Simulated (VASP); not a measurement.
Here is a VASP 6.6.1 calculation.

The input INCAR:

```
ALGO = Fast
EDIFF = 1E-6
ENCUT = 520
GGA = CA
ISIF = 2
ISMEAR = 0
LASPH = True
LCHARG = True
LELF = True
LREAL = False
LVHAR = True
LWAVE = False
NBANDS = 20
NELM = 80
PREC = Accurate
SIGMA = 0.15
```

File KPOINTS:

```
k-points
0
Gamma
  14 14 14
```

File POSCAR:

```
GaGe
1.0
    0.0000000000      2.8978440000      2.8978440000
    3.2780411328      0.0000000000      2.8978440000
    3.2780411328      2.8978440000      0.0000000000
Ga Ge
1 1
Direct
    0.7500000000      0.7500000000      0.7500000000
    0.0000000000      0.0000000000      0.0000000000
```

Potentials or basis: VASP PAW LDA potentials, release 64 (Ga_d, Ge_d).

Run with:

```sh
$ cat potpaw_LDA.64/Ga_d/POTCAR potpaw_LDA.64/Ge_d/POTCAR > POTCAR
$ mpirun -np 1 vasp_std > vasp.out
```

(1) What does it give for the band gap on the k mesh?

(2) Estimate the pressure.

Results:

(1) none (metal or under the smearing width).

(2) -7.9 GPa.
